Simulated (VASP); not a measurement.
# ClSnIH2 in VASP: a series of runs

The runs below take ClSnIH2 through relaxation of the atoms, single point, with RPBE+D3(BJ), PBE+TS, SCAN, PBE0+TS.

Everything below comes from runs of VASP 6.6.1. Logs are shortened: lines on timing, memory, paths and dates and some standing lists are left out, and cuts for length are marked.

### 1 Starting point

The cell holds a molecule in a box, 5 atoms: a = 13.000 Å, b = 12.000 Å, c = 13.000 Å, α = 90.00°, β = 90.00°, γ = 90.00°.

### 2 Relaxation of the atoms, RPBE+D3(BJ)

Contents of INCAR:

```
SYSTEM = SnH2ICl
  ALGO = Fast
  EDIFF = 1E-6
  EDIFFG = -0.005
  ENCUT = 520
  GGA = RP
  IBRION = 2
  ISIF = 2
  ISMEAR = 0
  IVDW = 12
  LASPH = .TRUE.
  LCHARG = .FALSE.
  LREAL = .FALSE.
  LWAVE = .FALSE.
  NELM = 80
  NSW = 40
  PREC = Accurate
  SIGMA = 0.01
```

Contents of KPOINTS:

```
k-points
0
G
  1 1 1
  0 0 0
```

Contents of POSCAR:

```
SnH2ICl
1.0
   13.0000000000      0.0000000000      0.0000000000
    0.0000000000     12.0000000000      0.0000000000
    0.0000000000      0.0000000000     13.0000000000
Cl Sn I H
1 1 1 2
Direct
    0.3671038500      0.5631375000      0.5299500000
    0.5225038500      0.4999041700      0.4638423100
    0.6348961500      0.4257458300      0.6210269200
    0.4947730800      0.3918791700      0.3842038500
    0.5820038500      0.6116208300      0.4101653800
```

Potentials or basis: VASP PAW PBE potentials, release 64 (Cl, Sn_d, I, H).

Command:

```sh
> cat potpaw_PBE.64/Cl/POTCAR potpaw_PBE.64/Sn_d/POTCAR potpaw_PBE.64/I/POTCAR potpaw_PBE.64/H/POTCAR > POTCAR
> mpirun -np 1 vasp_gam > vasp.out
```

OUTCAR:

```text
SYSTEM = SnH2ICl
   EDIFF = 1E-6
   EDIFFG = -0.005
   ENCUT = 520
   GGA = RP
   IBRION = 2
   ISIF = 2
   ISMEAR = 0
   IVDW = 12
   LASPH = .TRUE.
   LREAL = .FALSE.
   NELM = 80
   NSW = 40
   PREC = Accurate
 IVDW          = 12

 ion  position               nearest neighbor table
   1  0.367  0.563  0.530-   2 2.32
   2  0.523  0.500  0.464-   4 1.70   5 1.70   1 2.32   3 2.66
   3  0.635  0.426  0.621-   2 2.66
   4  0.495  0.392  0.384-   2 1.70
   5  0.582  0.612  0.410-   2 1.70

  LATTYP: Found a simple tetragonal cell.
 ALAT       =    13.0000000000
 C/A-ratio  =     0.9230769231

  Lattice vectors:

 A1 = ( -13.0000000000,   0.0000000000,   0.0000000000)
 A2 = (   0.0000000000,   0.0000000000,  13.0000000000)
 A3 = (   0.0000000000,  12.0000000000,   0.0000000000)

Analysis of symmetry for initial positions (statically):
=====================================================================
 Subroutine PRICEL returns:
 Original cell was already a primitive cell.

 Routine SETGRP: Setting up the symmetry group for a
 simple tetragonal supercell.

 Subroutine GETGRP returns: Found  1 space group operations
 (whereof  1 operations were pure point group operations)
 out of a pool of 16 trial point group operations.

The static configuration has the point symmetry C_1 .

Analysis of symmetry for dynamics (positions and initial velocities):
=====================================================================
 Subroutine PRICEL returns:
 Original cell was already a primitive cell.

 Routine SETGRP: Setting up the symmetry group for a
 simple tetragonal supercell.

 Subroutine GETGRP returns: Found  1 space group operations
 (whereof  1 operations were pure point group operations)
 out of a pool of 16 trial point group operations.

The dynamic configuration has the point symmetry C_1 .

 Subroutine INISYM returns: Found  1 space group operations
 (whereof  1 operations are pure point group operations),
 and found     1 'primitive' translations

----------------------------------------------------------------------------------------

                                     Primitive cell

  volume of cell :    2028.0000

  direct lattice vectors                    reciprocal lattice vectors
    13.000000000  0.000000000  0.000000000     0.076923077  0.000000000  0.000000000
     0.000000000 12.000000000  0.000000000     0.000000000  0.083333333  0.000000000
     0.000000000  0.000000000 13.000000000     0.000000000  0.000000000  0.076923077

  length of vectors
    13.000000000 12.000000000 13.000000000     0.076923077  0.083333333  0.076923077

  position of ions in fractional coordinates (direct lattice)
     0.367103850  0.563137500  0.529950000
     0.522503850  0.499904170  0.463842310
     0.634896150  0.425745830  0.621026920
     0.494773080  0.391879170  0.384203850
     0.582003850  0.611620830  0.410165380

  ion indices of the primitive-cell ions
   primitive index   ion index
                 1           1
                 2           2
                 3           3
                 4           4
                 5           5

----------------------------------------------------------------------------------------

 KPOINTS: k-points

Automatic generation of k-mesh.
 Grid dimensions read from file:
 generate k-points for:    1    1    1

 Generating k-lattice:

  Cartesian coordinates                     Fractional coordinates (reciprocal lattice)
     0.076923077  0.000000000  0.000000000     1.000000000  0.000000000  0.000000000
     0.000000000  0.083333333  0.000000000     0.000000000  1.000000000  0.000000000
     0.000000000  0.000000000  0.076923077     0.000000000  0.000000000  1.000000000

  Length of vectors
     0.076923077  0.083333333  0.076923077

  Shift w.r.t. Gamma in fractional coordinates (k-lattice)
     0.000000000  0.000000000  0.000000000

 Subroutine IBZKPT returns following result:
 ===========================================

 Found      1 irreducible k-points:

 Following reciprocal coordinates:
            Coordinates               Weight
  0.000000  0.000000  0.000000      1.000000
   k-points           NKPTS =      1   k-points in BZ     NKDIM =      1   number of bands    NBANDS=     19
   number of dos      NEDOS =    301   number of ions     NIONS =      5
   total plane-waves  NPLWV = 864360
   dimension x,y,z NGX =    98 NGY =   90 NGZ =   98
   dimension x,y,z NGXF=   196 NGYF=  180 NGZF=  196
   ions per type =               1   1   1   2
   NGX,Y,Z   is equivalent  to a cutoff of  12.53, 12.47, 12.53 a.u.
   NGXF,Y,Z  is equivalent  to a cutoff of  25.06, 24.94, 25.06 a.u.
 SYSTEM =  SnH2ICl
   PREC   = accura    normal or accurate (medium, high low for compatibility)
   ISTART =      0    job   : 0-new  1-cont  2-samecut
   ICHARG =      2    charge: 1-file 2-atom 10-const
   ISPIN  =      1    spin polarized calculation?
   LNONCOLLINEAR =      F non collinear calculations
   LSORBIT =      F    spin-orbit coupling
   LASPH  =      T    aspherical Exc in radial PAW
   ENCUT  =  520.0 eV  38.22 Ry    6.18 a.u.  24.17 22.31 24.17*2*pi/ulx,y,z
   NELM   =     80;   NELMIN=  2; NELMDL= -5     # of ELM steps
   EDIFF  = 0.1E-05   stopping-criterion for ELM
   LREAL  =      F    real-space projection
   EDIFFG = -.5E-02   stopping-criterion for IOM
   NSW    =     40    number of steps for IOM
   IBRION =      2    ionic relax: 0-MD 1-quasi-New 2-CG
   NFREE  =      1    steps in history (QN), initial steepest desc. (CG)
   ISIF   =      2    stress and relaxation
   ISYM   =      2    0-nonsym 1-usesym 2-fastsym
   POTIM  = 0.5000    time-step for ionic-motion
   TEBEG  =    0.0;   TEEND  =   0.0 temperature during run
   PSTRESS=    0.0 pullay stress
   NELECT =      30.0000    total number of electrons
   NUPDOWN=      -1.0000    fix difference up-down
   EMIN   =  10.00;   EMAX   =-10.00  energy-range for DOS
   EFERMI =   0.00;   METHOD = LEGACY
   ISMEAR =     0;   SIGMA  =   0.01  broadening in eV -4-tet -1-fermi 0-gaus
   EFERMI_NEDOS =   21; number of points for ismear=-14 and -15
   IALGO  =     68    algorithm
   IMIX   =      4    mixing-type and parameters
     AMIX     =   0.40;   BMIX     =  1.00
     AMIX_MAG =   1.60;   BMIX_MAG =  1.00
  volume/ion in A,a.u.               =     405.60      2737.12
  Fermi-wavevector in a.u.,A,eV,Ry     =   0.401876  0.759436  2.197405  0.161505
  Thomas-Fermi vector in A             =   1.351762
   LORBIT       =      0    0 simple, 1 ext, 2 COOP (PROOUT), +10 PAW based schemes
   GGA     = RP    functional components
   LHFCALC =     F    Hartree Fock is set to
   AEXX    =    0.0000 exact exchange contribution
   IVDW    =    12    specifies the selected vdW correction
   LEPSILON=     F    determine dielectric tensor
   LRPA    =     F    only Hartree local field effects (RPA)
 conjugate gradient relaxation of ions
 non-spin polarized calculation
 RMM-DIIS sequential band-by-band and
 Gauss-broadening in eV      SIGMA  =   0.01
  energy-cutoff  :      520.00
  volume of cell :     2028.00
 maximum number of plane-waves:     27285
 NGX is ok and might be reduce to    98
   NGX = 49   NGY = 45   NGZ = 49

--------------------------------------- Ionic step        1  -------------------------------------------

 number of electron      29.9999999 magnetization

 Free energy of the ion-electron system (eV)
  ---------------------------------------------------
  ext. energy  EPLUGINS =         0.00000000
  ---------------------------------------------------
  free energy    TOTEN  =       -14.68685825 eV

  energy without entropy =      -14.68685825  energy(sigma->0) =      -14.68685825

------------------------ aborting loop because EDIFF is reached ----------------------------------------

 Edisp (eV)   -1.30580

 E8    (eV) :    -0.8715

  FORCE on cell =-STRESS in cart. coord.  units (eV):
  Direction    XX          YY          ZZ          XY          YZ          ZX
  --------------------------------------------------------------------------------------
  -------------------------------------------------------------------------------------
  Total       0.57817     0.53925     0.30544     0.02447     0.14001    -0.24915
  in kB       0.45677     0.42602     0.24131     0.01933     0.11061    -0.19683
  external pressure =        0.37 kB  Pullay stress =        0.00 kB
[... 106 lines left out ...]
  FREE ENERGIE OF THE ION-ELECTRON SYSTEM (eV)
  ---------------------------------------------------
  free  energy   TOTEN  =       -15.9996133793 eV

  energy  without entropy=      -15.9996133793  energy(sigma->0) =      -15.99961338

[... ionic steps 4 to 19 ...]

--------------------------------------- Ionic step       20  -------------------------------------------

 number of electron      29.9999999 magnetization

------------------------ aborting loop because EDIFF is reached ----------------------------------------

 Edisp (eV)   -1.29937

 E8    (eV) :    -0.8679
[... 75 lines left out ...]
  energy  without entropy=      -16.0006213678  energy(sigma->0) =      -16.00062137

--------------------------------------- Ionic step       22  -------------------------------------------

 number of electron      29.9999999 magnetization

 Free energy of the ion-electron system (eV)
  ---------------------------------------------------
  ext. energy  EPLUGINS =         0.00000000
  ---------------------------------------------------
  free energy    TOTEN  =       -14.70133942 eV

  energy without entropy =      -14.70133942  energy(sigma->0) =      -14.70133942

 E-fermi :  -6.2186     XC(G=0):  -0.9564

 val. band max:       -6.3166769086   @ k =   0.0000   0.0000   0.0000
 cond. band min:      -2.2621991905   @ k =   0.0000   0.0000   0.0000
 fundamental gap:      4.0544777181
 Fermi energy:        -6.2186223971

 k-point     1 :       0.0000    0.0000    0.0000
  band No.  band energies     occupation
      1     -26.6782      2.00000
      2     -26.6156      2.00000
      3     -26.5368      2.00000
      4     -26.4784      2.00000
      5     -26.4769      2.00000
      6     -19.6600      2.00000
[... 11 lines left out ...]
     18      -0.6581      0.00000
     19      -0.0583      0.00000
[... 34 lines left out ...]
  FREE ENERGIE OF THE ION-ELECTRON SYSTEM (eV)
  ---------------------------------------------------
  free  energy   TOTEN  =       -16.0006213657 eV

  energy  without entropy=      -16.0006213657  energy(sigma->0) =      -16.00062137

 reached required accuracy - stopping structural energy minimisation
```

Run time: 9.6 min. Hardware: 1 thread of AMD EPYC 9R45 (Zen 5), shared host; peak memory 1.7 GiB.

What came out:

* Free energy: -16.0006 eV
* Energy gained by relaxing: 1.6 meV/atom
* Ionic steps: 22
* Largest force after relaxing: 0.004 eV/Å
* Gap between the frontier levels: 4.05 eV
* Dispersion energy per atom: -0.260 eV

Forces on the atoms (eV/Å):
```
Cl  -0.001  0.000  0.001
Sn   0.000  0.000  0.002
I    0.000  0.000  0.003
H    0.002  0.003 -0.003
H   -0.001 -0.003 -0.003
```

Step by step:
| step | energy change (eV) | largest force (eV/Å) | pressure (GPa) |
| --- | --- | --- | --- |
| 1 | 0.0000 | 0.3040 | 0.04 |
| 2 | -0.0070 | 0.1086 | 0.01 |
| 3 | -0.0070 | 0.1120 | 0.01 |
| 4 | -0.0078 | 0.0217 | 0.00 |
| 5 | -0.0078 | 0.0192 | -0.01 |
| 6 | -0.0078 | 0.0180 | 0.00 |
| 7 | -0.0079 | 0.0113 | 0.00 |
| 8 | -0.0079 | 0.0128 | 0.00 |
| 9 | -0.0079 | 0.0113 | 0.00 |
| 10 | -0.0079 | 0.0124 | 0.00 |
| 11 | -0.0079 | 0.0222 | 0.00 |
| 12 | -0.0079 | 0.0204 | 0.00 |
| 13 | -0.0080 | 0.0087 | 0.00 |
| 14 | -0.0080 | 0.0085 | 0.00 |
| 15 | -0.0080 | 0.0071 | 0.00 |
| 16 | -0.0080 | 0.0072 | 0.00 |
| 17 | -0.0080 | 0.0079 | 0.00 |
| 18 | -0.0080 | 0.0071 | 0.00 |
| 19 | -0.0080 | 0.0060 | 0.00 |
| 20 | -0.0080 | 0.0051 | 0.00 |
| 21 | -0.0080 | 0.0056 | 0.00 |
| 22 | -0.0080 | 0.0042 | 0.00 |

Final structure:
```xyz
5
Lattice="13.0000 0.0000 0.0000 0.0000 12.0000 0.0000 0.0000 0.0000 13.0000" Properties=species:S:1:pos:R:3 pbc="T T T"
Cl    4.7624    6.7604    6.9019
Sn    6.8005    5.9955    6.0300
I     8.2509    5.1089    8.0813
H     6.4280    4.6879    4.9825
H     7.5748    7.3547    5.3239
```

Caveat: the PAW data sets were made with another functional, which shifts forces and pressure a little; spin-orbit coupling is left out, which moves the levels of the heavy elements.

### 3 Relaxation of the atoms, PBE+TS

Contents of INCAR:

```
SYSTEM = SnH2ICl
ALGO     = Normal         ! electronic algorithm
EDIFF    = 1E-7           ! SCF threshold, eV
EDIFFG   = -0.02          ! ionic threshold
ENCUT    = 400            ! plane-wave cutoff, eV
GGA      = PE             ! functional
IBRION   = 2              ! ionic algorithm
ISIF     = 2              ! what is computed and relaxed
ISMEAR   = 0              ! smearing method
IVDW     = 2              ! dispersion correction
LASPH    = .True.         ! aspherical terms in the spheres
LCHARG   = .False.        ! write CHGCAR
LREAL    = .False.        ! projectors in reciprocal space
LWAVE    = .False.        ! write WAVECAR
NELM     = 60             ! most SCF steps
NSW      = 40             ! ionic steps
PREC     = Accurate       ! precision mode
SIGMA    = 0.01           ! smearing width, eV
```

Contents of KPOINTS:

```
k-points
0
Gamma
  1 1 1
  0 0 0
```

Contents of POSCAR:

```
SnH2ICl
1.0
   13.0000000000      0.0000000000      0.0000000000
    0.0000000000     12.0000000000      0.0000000000
    0.0000000000      0.0000000000     13.0000000000
Cl Sn I H
1 1 1 2
Cartesian
    4.7723500500      6.7576500000      6.8893500000
    6.7925500500      5.9988500400      6.0299500300
    8.2536499500      5.1089499600      8.0733499600
    6.4320500400      4.7025500400      4.9946500500
    7.5660500500      7.3394499600      5.3321499400
```

Potentials or basis: VASP PAW PBE potentials, release 64 (Cl, Sn_d, I, H_s).

Command:

```sh
> cat potpaw_PBE.64/Cl/POTCAR potpaw_PBE.64/Sn_d/POTCAR potpaw_PBE.64/I/POTCAR potpaw_PBE.64/H_s/POTCAR > POTCAR
> mpirun -np 1 vasp_gam > vasp.out
```

Wall time 5.4 min (1 thread of AMD EPYC 9R45 (Zen 5), shared host); peak memory 1.1 GiB.

The run converged. Its results:

```
Free energy                     : -15.0147 eV
Energy gained by relaxing       : 2.8 meV/atom
Ionic steps                     : 5
Largest force after relaxing    : 0.016 eV/Å
Gap between the frontier levels : 3.89 eV
Hirshfeld charges               : Cl -0.20; Sn +0.42; I -0.11; H -0.06 e
Dispersion energy per atom      : -0.009 eV
```

Forces on the atoms (eV/Å):
```
Cl   0.002  0.002 -0.016
Sn  -0.006  0.002  0.004
I    0.014 -0.007  0.003
H    0.000  0.013  0.006
H   -0.010 -0.010  0.003
```

The path:
| step | energy change (eV) | largest force (eV/Å) | pressure (GPa) |
| --- | --- | --- | --- |
| 1 | 0.0000 | 0.3933 | 0.06 |
| 2 | -0.0118 | 0.1310 | 0.02 |
| 3 | -0.0125 | 0.1783 | 0.00 |
| 4 | -0.0138 | 0.0310 | -0.01 |
| 5 | -0.0138 | 0.0162 | 0.00 |

Final structure:
```xyz
5
Lattice="13.0000 0.0000 0.0000 0.0000 12.0000 0.0000 0.0000 0.0000 13.0000" Properties=species:S:1:pos:R:3 pbc="T T T"
Cl    4.7504    6.7662    6.8967
Sn    6.7943    5.9989    6.0241
I     8.2694    5.0996    8.0930
H     6.4276    4.6873    4.9821
H     7.5750    7.3554    5.3236
```

Levels at points of the mesh, in eV from the valence-band top:
| k point | band 12 | band 13 | band 14 | band 15 | band 16 | band 17 | band 18 | band 19 |
| --- | --- | --- | --- | --- | --- | --- | --- | --- |
| (0.00, 0.00, 0.00) | -0.86 | -0.85 | -0.06 | 0.00 | 3.89 | 4.99 | 5.61 | 6.29 |

Caveat: spin-orbit coupling is left out, which moves the levels of the heavy elements. PBE gaps usually lie below the measured ones, often by a third to a half.

### 4 Single point, SCAN

Contents of INCAR:

```
PREC = Accurate ; ENCUT = 520
EDIFF = 1E-6 ; ISMEAR = 0
SIGMA = 0.01 ; LREAL = False
LASPH = True ; NELM = 60
ALGO = Normal ; ISIF = 2
LWAVE = False ; LCHARG = True
METAGGA = SCAN ; LMIXTAU = True
LELF = True ; LVHAR = True
LVACPOTAV = True ; NBANDS = 23
```

Contents of KPOINTS:

```
regular mesh
0
Gamma
  1 1 1
```

POSCAR is that of step 3.

Potentials or basis: VASP PAW PBE potentials, release 64 (Cl, Sn_d, I, H).

Command:

```sh
> cat potpaw_PBE.64/Cl/POTCAR potpaw_PBE.64/Sn_d/POTCAR potpaw_PBE.64/I/POTCAR potpaw_PBE.64/H/POTCAR > POTCAR
> mpirun -np 1 vasp_gam > vasp.out
```

Run time: 10 min. Hardware: 1 thread of AMD EPYC 9R45 (Zen 5), shared host; peak memory 1.9 GiB.

It converged, with:

| Property | Result |
| --- | --- |
| Free energy | -88.3100 eV |
| Largest force | 0.165 eV/Å |
| Gap between the frontier levels | 4.54 eV |

Forces on the atoms (eV/Å):
```
Cl  -0.079  0.025  0.030
Sn   0.062  0.012 -0.152
I    0.053 -0.036  0.083
H   -0.010  0.016  0.022
H   -0.026 -0.017  0.017
```

Levels at points of the mesh, in eV from the valence-band top:
```tsv
k point	band 13	band 14	band 15	band 16	band 17	band 18
(0.00, 0.00, 0.00)	-0.90	-0.07	0.00	4.54	5.67	6.34
```

Caveat: the PAW data sets were made with another functional, which shifts forces and pressure a little; spin-orbit coupling is left out, which moves the levels of the heavy elements.

### 5 Single point, PBE0+TS

Contents of POSCAR:

```
SnH2ICl
1.0
   13.0000000000      0.0000000000      0.0000000000
    0.0000000000     12.0000000000      0.0000000000
    0.0000000000      0.0000000000     13.0000000000
Cl Sn I H
1 1 1 2
Direct
    0.3671038500      0.5631375000      0.5299500000
    0.5225038500      0.4999041700      0.4638423100
    0.6348961500      0.4257458300      0.6210269200
    0.4947730800      0.3918791700      0.3842038500
    0.5820038500      0.6116208300      0.4101653800
```

Contents of INCAR.step1:

```
PREC = Accurate ; ENCUT = 520
EDIFF = 1E-5 ; ISMEAR = 0
SIGMA = 0.01 ; LREAL = False
LASPH = True ; NELM = 100
ALGO = Normal ; ISIF = 2
LWAVE = True ; LCHARG = False
GGA = PE
```

Contents of INCAR.step2:

```
PREC = Accurate ; ENCUT = 520
EDIFF = 1E-6 ; ISMEAR = 0
SIGMA = 0.01 ; LREAL = False
LASPH = True ; NELM = 100
ALGO = Normal ; ISIF = 2
LWAVE = False ; LCHARG = False
GGA = PE ; LHFCALC = True
AEXX = 0.25 ; PRECFOCK = Fast
IVDW = 2 ; ISTART = 1
```

Contents of KPOINTS:

```
Automatic mesh
0
Gamma
  1 1 1
```

Command:

```sh
> cat potpaw_PBE.64/Cl/POTCAR potpaw_PBE.64/Sn_d/POTCAR potpaw_PBE.64/I/POTCAR potpaw_PBE.64/H/POTCAR > POTCAR
> cp INCAR.step1 INCAR
> mpirun -np 1 vasp_gam > vasp.out
> cp INCAR.step2 INCAR
> mpirun -np 1 vasp_gam > vasp.out
```

Run time: 4.8 min. Hardware: 1 thread of AMD EPYC 9R45 (Zen 5), shared host; peak memory 1.5 GiB.

The run converged. Its results:

| Item | Value |
| --- | --- |
| Free energy | -19.8785 eV |
| Largest force | 0.055 eV/Å |
| Gap between the frontier levels | 6.06 eV |
| Hirshfeld charges | Cl -0.21; Sn +0.45; I -0.12; H -0.06 e |
| Dispersion energy per atom | -0.008 eV |

Forces on the atoms (eV/Å):
```
Cl  -0.049  0.019  0.015
Sn   0.007  0.003 -0.040
I    0.033 -0.020  0.039
H    0.004 -0.011 -0.012
H    0.004  0.009 -0.002
```

Levels at points of the mesh, in eV from the valence-band top:
```
           k point  band 11  band 12  band 13  band 14  band 15  band 16  band 17  band 18  band 19
(0.00, 0.00, 0.00)    -2.07    -1.11    -0.99    -0.06     0.00     6.06     7.00     7.42     7.87
```

Caveat: the PAW data sets were made with another functional, which shifts forces and pressure a little; spin-orbit coupling is left out, which moves the levels of the heavy elements.

### 6 The runs side by side

```csv
task,level,potentials or basis,cell,cutoff (eV),grid for exact exchange (PRECFOCK),exchange at q = 0,gap on the mesh (eV),largest force (eV/Å)
relaxation of the atoms,RPBE+D3(BJ),"VASP PAW PBE potentials, release 64 (Cl, Sn_d, I, H)",atoms relaxed,520,-,-,4.05,-
relaxation of the atoms,PBE+TS,"VASP PAW PBE potentials, release 64 (Cl, Sn_d, I, H_s)",atoms relaxed,400,-,-,3.89,0.02
single point,SCAN,"VASP PAW PBE potentials, release 64 (Cl, Sn_d, I, H)",as given,520,-,-,4.54,0.16
single point,PBE0+TS,"VASP PAW PBE potentials, release 64 (Cl, Sn_d, I, H)",as given,520,Fast,default,6.06,0.05
```

Alike in all rows: no spin polarisation; k mesh 1 × 1 × 1; smearing gaussian 0.01 eV.

Caveats: spin-orbit coupling is left out, which moves the levels of the heavy elements; the PAW data sets were made with another functional, which shifts forces and pressure a little (some runs).

Absolute energies hang on the potentials; compare differences alone.
